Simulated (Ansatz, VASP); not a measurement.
## One calculation of Ta3Cu, two programs

The input run.py:

```python
from ase.calculators.vasp import Vasp
from ase.dft.bandgap import bandgap
from ase.io import read

atoms = read('Ta3Cu.xyz')
calc = Vasp(
    directory='calc',
    xc='pbe',
    pp='PBE',
    setups='recommended',
    pp_version='54',
    prec='Accurate',
    encut=520,
    ediff=1e-06,
    ismear=0,
    sigma=0.02,
    lreal=False,
    lasph=True,
    nelm=60,
    algo='Normal',
    isif=2,
    lwave=False,
    lcharg=False,
    kpts=[9, 9, 9],
    gamma=True,
    nbands=30,
)
atoms.calc = calc

print('energy (eV):', atoms.get_potential_energy())
print('free energy (eV):', atoms.get_potential_energy(force_consistent=True))
print('forces (eV/A):')
print(atoms.get_forces())
print('stress (eV/A^3, Voigt):', atoms.get_stress())
print('Fermi level (eV):', calc.get_fermi_level())
gap, top, bottom = bandgap(calc)
print('band gap (eV):', gap, 'from (spin, k, band)', top, 'to', bottom)
```

Contents of Ta3Cu.xyz:

```xyz
4
Lattice="-2.0065070000 2.0065070000 4.2081700000 2.0065070000 -2.0065070000 4.2081700000 2.0065070000 2.0065070000 -4.2081700000" Properties=species:S:1:pos:R:3 pbc="T T T"
Ta     0.0000000000      0.0000000000      4.2081700000
Ta     2.0065070000      0.0000000000      2.1040850000
Ta     0.0000000000      2.0065070000      2.1040850000
Cu     0.0000000000      0.0000000000      0.0000000000
```

The input input.yaml:

```yaml
crystal:
  lattice:
    - [-2.006507, 2.006507, 4.20817]
    - [2.006507, -2.006507, 4.20817]
    - [2.006507, 2.006507, -4.20817]
  atoms:
    - { symbol: Ta, position: [0.5, 0.5, 0.0] }
    - { symbol: Ta, position: [0.25, 0.75, 0.5] }
    - { symbol: Ta, position: [0.75, 0.25, 0.5] }
    - { symbol: Cu, position: [0.0, 0.0, 0.0] }
hamiltonian:
  xc: pbe
  pseudopotentials: { kind: paw }
kpoints:
  mp_grid: { grid: [9, 9, 9] }
scf:
  occupations: { method: gaussian, width: 0.02 }
output:
  forces: true
  stress: true
  eigenvalues: true
```

The cell comes from a database or a generator and needn't be the stable form of this composition.

Alike in both runs: task single point; functional PBE; k mesh 9 × 9 × 9; occupations gaussian, width 0.02 eV; no spin polarisation.

|  | VASP | Ansatz |
| --- | --- | --- |
| version | VASP 6.6.1 | Ansatz 0.2.0 |
| potentials or method | VASP PAW PBE potentials, release 54 (Ta_pv, Cu) | Ansatz PAW |
| plane-wave cutoff (eV) | 520 | 420 |
| valence electrons in the cell | 44 | 58 |

```csv
,VASP,Ansatz,Ansatz less VASP
gap on the k mesh at the Fermi level (eV),none,none,-
pressure (GPa),0.9,0.5,-0.42
largest component of the traceless stress (GPa),0.35,0.18,-0.169
```

A gap of «none» marks a metal or a gap that the smearing closes. The two sets of potentials don't hold the same shells in valence.

Spin-orbit coupling is left out, which matters for the levels of Ta.
